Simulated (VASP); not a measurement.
Write the native input for VASP 6.6.1 that does the following.

* Task: single point
* Functional: PBE
* Potentials or basis: VASP PAW PBE potentials, release 64 (Ti_sv, Tl_d, Sb)
* Cutoff: 520 eV
* k mesh: 9 × 9 × 6
* Occupations: gaussian, width 0.1 eV
* Spin: no spin polarisation
* Dipole correction: no
* Further INCAR settings: ALGO = Fast; EDIFF = 1e-06; NBANDS = 36

The structure of TiTl2Sb3 lies in POSCAR:

```
TiTl2Sb3
1.0
    5.9877887910      0.0000000000      0.0000000000
   -2.9938943955      5.1855772055      0.0000000000
    0.0000000000      0.0000000000      5.9842138771
Ti Tl Sb
1 2 3
Direct
    0.0000000000      0.0000000000      0.0000000000
    0.6666666667      0.3333333333      0.0000000000
    0.3333333333      0.6666666667      0.0000000000
    0.5000000000      0.0000000000      0.5000000000
    0.0000000000      0.5000000000      0.5000000000
    0.5000000000      0.5000000000      0.5000000000
```

The cell was built by a generator and needn't be a form met in nature.

The cell isn't the ideal one: species swapped into the LaSi2Rh3 type (P6/mmm, No. 191).

The input as run:

INCAR

```
PREC = Accurate ; ENCUT = 520
EDIFF = 1E-6 ; ISMEAR = 0
SIGMA = 0.1 ; LREAL = F
LASPH = T ; NELM = 100
ALGO = Fast ; ISIF = 2
LWAVE = F ; LCHARG = T
GGA = PE ; LELF = T
LVHAR = T ; NBANDS = 36
```

KPOINTS

```
regular mesh
0
Gamma
  9 9 6
```

Potentials or basis: VASP PAW PBE potentials, release 64 (Ti_sv, Tl_d, Sb).

Launch:

```bash
$ cat potpaw_PBE.64/Ti_sv/POTCAR potpaw_PBE.64/Tl_d/POTCAR potpaw_PBE.64/Sb/POTCAR > POTCAR
$ mpirun -np 1 vasp_std > vasp.out
```

Results of the run:

- Pressure: 0.0 GPa
- Band gap on the k mesh: none (metal or under the smearing width)

Wall time 12 min on 1 thread of Intel(R) Xeon(R) Platinum 8488C (Sapphire Rapids), on a shared host, peak memory 0.54 GiB.
